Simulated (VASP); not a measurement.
NaSb2Au, 4 atoms in the cell. It takes space group P-3m1 (No. 164, trigonal). The conventional cell has a = 4.357 Å, b = 4.357 Å, c = 6.818 Å, α = 90.00°, β = 90.00°, γ = 120.00°. Na (site symmetry -3m) has 6 Sb at 3.31 Å and 2 Au at 3.41 Å as nearest neighbours. Around Sb (site symmetry 3m) lie 3 Au at 2.81 Å. Au (site symmetry -3m) is surrounded by 6 Sb at 2.81 Å. The cell was built by a generator and needn't be a form met in nature.

```yaml
Program: VASP 6.6.1
Task: band structure
Functional: PBE
Potentials_or_basis: VASP PAW PBE potentials, release 64 (Na_pv, Sb, Au)
Cutoff: 520 eV
k_mesh: 5 × 5 × 3
Occupations: fermi-dirac, width 0.05 eV
Spin: no spin polarisation
Further_INCAR_settings: ALGO = Fast; EDIFF = 1e-06
```

Potentials or basis: VASP PAW PBE potentials, release 64 (Na_pv, Sb, Au).

The run is started by

```console
$ cat potpaw_PBE.64/Na_pv/POTCAR potpaw_PBE.64/Sb/POTCAR potpaw_PBE.64/Au/POTCAR > POTCAR
$ cp INCAR.step1 INCAR
$ cp KPOINTS.step1 KPOINTS
$ mpirun -np 1 vasp_std > vasp.out
$ cp INCAR.step2 INCAR
$ cp KPOINTS.step2 KPOINTS
$ mpirun -np 1 vasp_std > vasp.out
```

Hardware: 1 thread of Intel(R) Xeon(R) 6975P-C (Granite Rapids) (shared host).

Q: How long does it take, and how much memory?

A: Wall time 2.4 min on 1 thread of Intel(R) Xeon(R) 6975P-C (Granite Rapids), on a shared host, peak memory 0.43 GiB. Counts: scf iterations 9, k points 135.
